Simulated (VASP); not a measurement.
The system is Rh.

```
Rh
1.0
     0.00000    1.90299    1.90299
     1.90299    0.00000    1.90299
     1.90299    1.90299    0.00000
Rh
1
Direct
  0.00000 0.00000 0.00000
```

| Item | Value |
| --- | --- |
| Program | VASP 6.6.1 |
| Task | relaxation of cell and atoms |
| Functional | PBEsol |
| Potentials or basis | VASP PAW PBE potentials, release 64 (Rh_pv) |
| Cutoff | 300 eV |
| k mesh | 18 × 18 × 18 |
| Occupations | gaussian, width 0.1 eV |
| Spin | no spin polarisation |

At the start: pressure -6.3 GPa; volume 13.78 Å³/atom.

**Question.** Where does the relaxation end?

**Answer.** Over 4 steps the energy falls by 6.3 meV/atom and the volume is 13.47 Å³/atom (-2.3 %); space group Fm-3m (No. 225, to 0.05 Å).

The path:
| step | energy change (eV) | largest force (eV/Å) | pressure (GPa) | volume (Å³) |
| --- | --- | --- | --- | --- |
| 1 | 0.0000 | 0.0000 | -6.35 | 13.78 |
| 2 | 0.0357 | 0.0000 | 19.08 | 12.72 |
| 3 | -0.0063 | 0.0000 | -0.10 | 13.48 |
| 4 | -0.0063 | 0.0000 | -0.01 | 13.47 |

Final structure:
```
Rh
1.0
     0.00000    1.88844    1.88844
     1.88844    0.00000    1.88844
     1.88844    1.88844    0.00000
Rh
1
Direct
  0.00000 0.00000 0.00000
```

Caveat: the cutoff is under 1.25 times the usual one of these potentials, so pressure, stress and relaxed cells hold a basis-set (Pulay) error; the PAW data sets were made with another functional, which shifts forces and pressure a little.
